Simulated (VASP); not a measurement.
Here is a VASP 6.6.1 calculation.

INCAR

```
SYSTEM = InAs
ALGO = Normal
EDIFF = 1E-6
EDIFFG = -0.005
ENCUT = 600
GGA = PE
IBRION = 2
ISIF = 3
ISMEAR = 0
LASPH = .True.
LCHARG = .False.
LREAL = .False.
LWAVE = .False.
NELM = 100
NSW = 100
PREC = Accurate
SIGMA = 0.1
```

Contents of KPOINTS:

```
k-points
0
Gamma
  12 12 12
  0 0 0
```

POSCAR

```
InAs
1.0
    0.0000000000      3.0536208132      3.0536208132
    3.0536208132      0.0000000000      3.0536208132
    3.0536208132      3.0536208132      0.0000000000
In As
1 1
Direct
    0.0000000000      0.0000000000      0.0000000000
    0.2500000000      0.2500000000      0.2500000000
```

Potentials or basis: VASP PAW PBE potentials, release 64 (In_d, As).

Launch:

```console
$ cat potpaw_PBE.64/In_d/POTCAR potpaw_PBE.64/As/POTCAR > POTCAR
$ mpirun -np 1 vasp_std > vasp.out
```

Problem. What does it give for the space group after relaxing (to 0.05 Å)?

Solution. F-43m (No. 216).

Problem. Predict the relaxed cell.

Solution. a = 4.376 Å, b = 4.376 Å, c = 4.376 Å, α = 60.00°, β = 60.00°, γ = 60.00°.

Final structure:
```
CELL_PARAMETERS angstrom
0.00000 3.09430 3.09430
3.09430 0.00000 3.09430
3.09430 3.09430 0.00000
ATOMIC_POSITIONS crystal
In 0.00000 0.00000 0.00000
As 0.25000 0.25000 0.25000
```

PBE usually gives volumes a little too large and moduli too small. Zero-point motion and thermal expansion aren't in these numbers.
